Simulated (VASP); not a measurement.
The input files of a VASP run:

File POSCAR:
```
TcO2
4.1926590
  0.6198829907   0.0000000000   0.0000000000
 -0.3099414954   0.5368345005   0.0000000000
  0.0000000000   0.0000000000   1.0000000000
Tc O
1 2
Direct
  0.0000000000   0.0000000000   0.0000000000
  0.3333330000   0.6666670000   0.2520000000
  0.6666670000   0.3333330000   0.7480000000
```

### KPOINTS
```
kpoints
0
Gamma
 10 10 5
0 0 0
```

INCAR:
```
LWAVE=.FALSE.
ISIF=2
NELM=100
EDIFF=1E-6   ! SCF stop (eV)
LCHARG=.FALSE.
ISMEAR=0   ! Gaussian
PREC=Accurate
ENCUT=400   ! plane-wave cut-off (eV)
LASPH=.TRUE.
SYSTEM=TcO2
GGA=PE   ! PBE
SIGMA=0.1   ! width (eV)
LMAXMIX=4   ! l cut-off of mixed one-centre charges
LREAL=.FALSE.   ! projection in real space or not
ALGO=Normal
```

POTCAR, in this order: Tc_pv O (PBE.64 set). Program: vasp_std.

Task: Translate this PBE calculation to Quantum ESPRESSO's pw.x.

Result: One equivalent input (not run):
```
&CONTROL
  calculation = 'scf'
  pseudo_dir = './pseudo'
  outdir = './out'
  tprnfor = .true.
  tstress = .true.
/
&SYSTEM
  ibrav = 0
  nat = 3
  ntyp = 2
  ecutwfc = 84
  occupations = 'smearing'
  smearing = 'gaussian'
  degauss = 0.00735
  input_dft = 'pbe'
/
&ELECTRONS
  conv_thr = 7.3e-08
  electron_maxstep = 100
/
ATOMIC_SPECIES
  Tc 97.907 Tc.upf
  O 15.999 O.upf
CELL_PARAMETERS angstrom
     2.5989580    0.0000000    0.0000000
    -1.2994790    2.2507640    0.0000000
     0.0000000    0.0000000    4.1926590
ATOMIC_POSITIONS crystal
  Tc   0.0000000  0.0000000  0.0000000
  O    0.3333330  0.6666670  0.2520000
  O    0.6666670  0.3333330  0.7480000
K_POINTS automatic
  10 10 5 0 0 0
```
Limits of the translation: the potentials are each code's own (VASP's PAW set, PseudoDojo norm-conserving files in pw.x), so ENCUT and ecutwfc are chosen apart and not converted; conv_thr bounds pw.x's estimated SCF error, while EDIFF bounds the energy change between steps.

The structure was generated: TcO2 was put into an ordered model structure, which need not be its known phase. The cell was not relaxed at this level.
